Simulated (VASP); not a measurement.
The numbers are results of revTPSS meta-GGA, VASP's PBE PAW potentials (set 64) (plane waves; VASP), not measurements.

A VASP calculation is set up with these files.

### INCAR
```
! general
SYSTEM  = Al3Sc
PREC    = Accurate
ENCUT   = 520   ! plane-wave cut-off (eV)
LREAL   = F
LASPH   = T   ! aspherical one-centre terms

! electronic loop
EDIFF   = 1E-6
NELM    = 100   ! most electronic steps
ALGO    = Normal
LMAXMIX = 4   ! l cut-off of mixed one-centre charges
LMIXTAU = T

! smearing
ISMEAR  = 1   ! Methfessel-Paxton
SIGMA   = 0.1

! functional
METAGGA = RTPSS

! ions
IBRION  = 2   ! conjugate gradients
NSW     = 60   ! most ionic steps
ISIF    = 3   ! ions, shape and volume
EDIFFG  = -0.02   ! ionic stop

! output
LWAVE   = F
LCHARG  = F
```

### POSCAR
```
Al3Sc
1
    4.0638445183    -0.0000000000     0.0000000000
    0.0000000000     4.0638445183    -0.0000000000
   -0.0000000000    -0.0000000000     4.0638445183
Sc Al
1 3
Direct
  0.0000000000   0.0000000000   0.0000000000
  0.0000000000   0.5000000000   0.5000000000
  0.5000000000   0.0000000000   0.5000000000
  0.5000000000   0.5000000000   0.0000000000
```

**KPOINTS**
```
Automatic
0
gamma
  7 7 7
```

POTCAR, in this order: Sc_sv Al (PBE.64 set). Program: vasp_std.

The run wrote:

**OSZICAR**
```
       N       E                     dE             d eps       ncg     rms          rms(c)
DAV:   1     0.269059038514E+03    0.26906E+03   -0.16097E+04   648   0.336E+03
DAV:   2     0.186032440505E+02   -0.25046E+03   -0.24619E+03   816   0.787E+02
DAV:   3     0.309163357789E+01   -0.15512E+02   -0.15224E+02   892   0.233E+02
DAV:   4     0.179047000904E+01   -0.13012E+01   -0.12898E+01  1012   0.639E+01
DAV:   5     0.168400744871E+01   -0.10646E+00   -0.10615E+00  1014   0.170E+01    0.867E+00
DAV:   6    -0.284441928572E+02   -0.30128E+02   -0.26313E+02   948   0.175E+02    0.117E+01
DAV:   7    -0.269098345550E+02    0.15344E+01   -0.86130E+00   918   0.392E+01    0.967E+00
DAV:   8    -0.266199603033E+02    0.28987E+00   -0.16655E-01   724   0.374E+00    0.961E+00
DAV:   9    -0.271344670753E+02   -0.51451E+00   -0.82540E-01   758   0.142E+01    0.137E+01
DAV:  10    -0.240282685746E+02    0.31062E+01   -0.12604E+01   896   0.484E+01    0.892E+00
DAV:  11    -0.242379331769E+02   -0.20966E+00   -0.21594E+00   912   0.169E+01    0.804E+00
DAV:  12    -0.244534599492E+02   -0.21553E+00   -0.41631E-01   924   0.746E+00    0.135E+01
DAV:  13    -0.241014314222E+02    0.35203E+00   -0.82057E-01   930   0.106E+01    0.467E+00
DAV:  14    -0.240762858862E+02    0.25146E-01   -0.36420E-01   934   0.790E+00    0.680E-01
DAV:  15    -0.240729428245E+02    0.33431E-02   -0.74376E-02   948   0.302E+00    0.923E-01
DAV:  16    -0.240755119896E+02   -0.25692E-02   -0.71959E-03   930   0.987E-01    0.108E+00
DAV:  17    -0.240741006234E+02    0.14114E-02   -0.35472E-03   912   0.738E-01    0.158E-01
DAV:  18    -0.240740431698E+02    0.57454E-04   -0.31264E-04   926   0.196E-01    0.791E-02
DAV:  19    -0.240739320925E+02    0.11108E-03   -0.11183E-03   942   0.416E-01    0.454E-02
DAV:  20    -0.240739576722E+02   -0.25580E-04   -0.18606E-04   916   0.181E-01    0.473E-02
DAV:  21    -0.240739478189E+02    0.98533E-05   -0.47648E-05   906   0.842E-02    0.203E-02
DAV:  22    -0.240739476525E+02    0.16638E-06   -0.35217E-06   654   0.225E-02
   1 F= -.24073948E+02 E0= -.24073283E+02  d E =-.240739E+02
       N       E                     dE             d eps       ncg     rms          rms(c)
DAV:   1    -0.240951143442E+02   -0.21167E-01   -0.59783E-01   680   0.122E+01    0.117E+00
DAV:   2    -0.240762424504E+02    0.18872E-01   -0.13136E-01   824   0.519E+00    0.228E-01
DAV:   3    -0.240757776455E+02    0.46480E-03   -0.56195E-03   854   0.791E-01    0.144E-01
DAV:   4    -0.240752336993E+02    0.54395E-03   -0.12888E-03   674   0.519E-01    0.689E-02
DAV:   5    -0.240751127358E+02    0.12096E-03   -0.44515E-04   782   0.349E-01    0.313E-02
DAV:   6    -0.240753070592E+02   -0.19432E-03   -0.21552E-04   674   0.256E-01    0.135E-02
DAV:   7    -0.240753000962E+02    0.69629E-05   -0.24977E-05   690   0.826E-02    0.861E-03
DAV:   8    -0.240753041494E+02   -0.40531E-05   -0.22810E-06   490   0.176E-02    0.589E-03
DAV:   9    -0.240753102759E+02   -0.61265E-05   -0.33542E-06   668   0.329E-02    0.162E-03
DAV:  10    -0.240753104822E+02   -0.20634E-06   -0.22057E-07   316   0.607E-03
   2 F= -.24075310E+02 E0= -.24074648E+02  d E =-.136283E-02
       N       E                     dE             d eps       ncg     rms          rms(c)
DAV:   1    -0.240774644311E+02   -0.21542E-02   -0.55302E-02   668   0.373E+00    0.352E-01
DAV:   2    -0.240756713548E+02    0.17931E-02   -0.10951E-02   788   0.152E+00    0.702E-02
DAV:   3    -0.240756585038E+02    0.12851E-04   -0.40984E-04   838   0.216E-01    0.427E-02
DAV:   4    -0.240756218467E+02    0.36657E-04   -0.11517E-04   674   0.157E-01    0.214E-02
DAV:   5    -0.240756204957E+02    0.13510E-05   -0.44699E-05   794   0.111E-01    0.107E-02
DAV:   6    -0.240756411329E+02   -0.20637E-04   -0.19829E-05   680   0.774E-02    0.381E-03
DAV:   7    -0.240756401105E+02    0.10224E-05   -0.30565E-06   596   0.287E-02    0.344E-03
DAV:   8    -0.240756416247E+02   -0.15142E-05   -0.66021E-07   292   0.128E-02    0.125E-03
DAV:   9    -0.240756417827E+02   -0.15798E-06   -0.17409E-07   298   0.838E-03
   3 F= -.24075642E+02 E0= -.24074979E+02  d E =-.169413E-02
```

**OUTCAR**
```
------------------------ aborting loop because EDIFF is reached ----------------------------------------
  FORCE on cell =-STRESS in cart. coord.  units (eV):
  Direction    XX          YY          ZZ          XY          YZ          ZX
  --------------------------------------------------------------------------------------
  Total       -0.0007173     -0.0007173     -0.0007173      0.0000000     -0.0000000     -0.0000000
  in kB       -0.0169673     -0.0169673     -0.0169673      0.0000000     -0.0000000     -0.0000000
  external PRESSURE =      -0.0169673 kB  Pullay stress =       0.0000000 kB
  volume of cell :       67.73
      direct lattice vectors                 reciprocal lattice vectors
     4.076330172  0.000000000 -0.000000000     0.245318695  0.000000000 -0.000000000
    -0.000000000  4.076330172 -0.000000000    -0.000000000  0.245318695  0.000000000
     0.000000000 -0.000000000  4.076330172     0.000000000  0.000000000  0.245318695
 POSITION                                       TOTAL-FORCE (eV/Angst)
 -----------------------------------------------------------------------------------
      0.00000      0.00000      0.00000        -0.000000     -0.000000      0.000000
     -0.00000      2.03817      2.03817        -0.000000     -0.000000      0.000000
      2.03817      0.00000      2.03817        -0.000000     -0.000000      0.000000
      2.03817      2.03817     -0.00000         0.000000      0.000000      0.000000
 -----------------------------------------------------------------------------------
    total drift:                               -0.000000     -0.000000      0.000000
  FREE ENERGIE OF THE ION-ELECTRON SYSTEM (eV)
  ---------------------------------------------------
  free  energy   TOTEN  =       -24.0756417827 eV

  energy  without entropy=      -24.0736524443  energy(sigma->0) =      -24.07497867

 reached required accuracy - stopping structural energy minimisation
```
(Selected blocks of OUTCAR.)

**CONTCAR**
```
Al3Sc
   1.00000000000000
     4.0763301721058411    0.0000000000000000   -0.0000000000000000
    -0.0000000000000000    4.0763301721058411   -0.0000000000000000
     0.0000000000000000   -0.0000000000000000    4.0763301721058411
  Sc              Al
     1     3
Direct
     0.0000000000000000    0.0000000000000000    0.0000000000000000
     0.0000000000000000    0.5000000000000000    0.5000000000000000
     0.5000000000000000    0.0000000000000000    0.5000000000000000
     0.5000000000000000    0.5000000000000000    0.0000000000000000
```

File OUTCAR:
```
 val. band max:        7.1829246442   @ k =   0.4286   0.4286   0.1429

 cond. band min:       7.2478445684   @ k =   0.2857   0.0000   0.0000


 Fermi energy:         7.2216990992

 k-point     1 :       0.0000    0.0000    0.0000
  band No.  band energies     occupation
      1     -42.5318      2.00000
      2     -20.7057      2.00000
      3     -20.7057      2.00000
      4     -20.7057      2.00000
      5      -2.7637      2.00000
      6       4.6957      2.00000
      7       4.6957      2.00000
      8       5.5220      2.00000
      9       5.5220      2.00000
     10       5.5220      2.00000
     11       8.5326     -0.00000
     12       8.6855     -0.00000
     13       8.6855     -0.00000
     14       8.6855     -0.00000

 k-point     2 :       0.1429    0.0000    0.0000
  band No.  band energies     occupation
      1     -42.5315      2.00000
      2     -20.7118      2.00000
      3     -20.7050      2.00000
      4     -20.7050      2.00000
      5      -2.5737      2.00000
      6       3.4308      2.00000
      7       4.8423      2.00000
      8       5.5430      2.00000
      9       5.5430      2.00000
     10       6.3158      2.00000
     11       8.5761     -0.00000
     12       8.5761     -0.00000
     13       8.7471     -0.00000
     14       9.2674      0.00000

 k-point     3 :       0.2857    0.0000    0.0000
  band No.  band energies     occupation
      1     -42.5310      2.00000
      2     -20.7255      2.00000
      3     -20.7039      2.00000
      4     -20.7039      2.00000
      5      -2.0169      2.00000
      6       1.7710      2.00000
      7       5.2476      2.00000
      8       5.5840      2.00000
      9       5.5840      2.00000
     10       7.2478      0.57380
     11       8.4110     -0.00000
     12       8.4110     -0.00000
     13       8.8951     -0.00000
     14       9.5600      0.00000

 k-point     4 :       0.4286    0.0000    0.0000
  band No.  band energies     occupation
...
```

The compound is Al3Sc in the L1_2 structure. This run relaxes it. Symmetry was kept, so distortions that lower it aren't found. The start is the result of an earlier pass.
